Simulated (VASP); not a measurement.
Input:

```xyz
2
Lattice="0.0000 1.9970 1.9970 1.9970 0.0000 1.9970 1.9970 1.9970 0.0000" Properties=species:S:1:pos:R:3 pbc="T T T"
Li     0.0000     0.0000     0.0000
H      1.9970     1.9970     1.9970
```

The numbers are results of r2SCAN meta-GGA, VASP's PBE PAW potentials (set 64) (plane waves; VASP 6.6.1), not measurements. Numerical set-up: 520 eV cut-off, 14×14×14 Γ-centred mesh, Gaussian smearing of 0.010 eV, potentials Li_sv H.

**Question.** Estimate the energy per atom (σ→0), band gap (on the k-mesh) with the smallest direct gap where there is one.

**Answer.** 
```json
{
  "band gap (on the k-mesh)": "3.58 eV",
  "smallest direct gap (on the k-mesh)": "3.58 eV",
  "energy per atom (σ→0)": "-3.409 eV/atom"
}
```

The compound is LiH in the rock salt structure. It was relaxed first, which changed the volume by -6 %.
